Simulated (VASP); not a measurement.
Consider the following.

```
CsBr
1.0
    3.98689     0.00000     0.00000
    0.00000     3.98689     0.00000
    0.00000     0.00000     3.98689
Cs Br
1 1
Direct
  0.00000   0.00000   0.00000
  0.50000   0.50000   0.50000
```

Method: PBEsol GGA, VASP's PBE PAW potentials (set 64) (plane waves; VASP 6.6.1). Run with 500 eV cut-off, 7×7×7 Γ-centred mesh, Gaussian smearing of 0.050 eV, potentials Cs_sv Br.

Unless said otherwise, spin-orbit coupling is left out, though it shifts the bands of the heavy elements here.

Q: Predict the energy per atom (σ→0), pressure, band gap (on the k-mesh) with the smallest direct gap where there is one.

A: 
```json
{
  "band gap (on the k-mesh)": "4.32 eV",
  "smallest direct gap (on the k-mesh)": "4.32 eV",
  "energy per atom (σ→0)": "-3.089 eV/atom",
  "pressure": "4.97 GPa"
}
```

The absolute energy has meaning only against runs of the same code, potentials and settings.

The compound is CsBr in the CsCl type structure. It was relaxed first under an external pressure of 5 GPa.
